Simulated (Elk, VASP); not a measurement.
An input for Elk (PBE, spin-orbit coupling in second variation, all-electron FP-LAPW, Elk's shipped species files, APW+lo basis with extra local orbitals):

```
tasks
  0

xctype
  20

spinorb
  .true.

rgkmax
  7.5

gmaxvr
  16.0

nxlo
  2

lorbcnd
  .true.

rmtscf
  0.92

lmaxi
  2

nempty
  10

stype
  0

swidth
  0.00183747

maxscl
  100

avec
    7.1693847011    0.0000000000    0.0000000000
    0.0000000000    7.1693847011    0.0000000000
    0.0000000000    0.0000000000    7.1693847011

sppath
  './'

atoms
  2
  'Cu.in'
  3
  0.0000000000  0.5000000000  0.5000000000    0.0 0.0 0.0
  0.5000000000  0.0000000000  0.5000000000    0.0 0.0 0.0
  0.5000000000  0.5000000000  0.0000000000    0.0 0.0 0.0
  'Au.in'
  1
  0.0000000000  0.0000000000  0.0000000000    0.0 0.0 0.0

ngridk
  9 9 9
```

Problem. Write the VASP files for the same calculation.

Solution. One set of files that does it:

POSCAR:
```
Cu3Au
3.7938750
  1.0000000000   0.0000000000   0.0000000000
  0.0000000000   1.0000000000   0.0000000000
  0.0000000000   0.0000000000   1.0000000000
Cu Au
3 1
direct
  0.0000000000   0.5000000000   0.5000000000
  0.5000000000   0.0000000000   0.5000000000
  0.5000000000   0.5000000000   0.0000000000
  0.0000000000   0.0000000000   0.0000000000
```

### KPOINTS
```
K-points
0
gamma
9 9 9
```

### INCAR
```
ALGO=Normal
EDIFF=1E-6
ENCUT=300
GGA=PE
GGA_COMPAT=.False.
ISIF=2
ISMEAR=0
LASPH=.True.
LCHARG=.False.
LMAXMIX=6
LNONCOLLINEAR=.True.
LORBIT=11
LREAL=.False.
LSORBIT=.True.
LWAVE=.False.
MAGMOM=12*0.0
NELM=100
PREC=Accurate
SIGMA=0.05
SYSTEM=Cu3Au
```

POTCAR, in this order: Cu Au (PBE.64 set). Program: vasp_ncl.

Both are inputs of real runs that ended normally. What can't carry over is the choice of potentials or basis and its cut-off, and each code's defaults.

VASP also gives the stress here, which the Elk input doesn't ask for.

The structure is a typed Cu3Au crystal (Pm-3m). The cell was not relaxed at this level, and it may have been scaled.
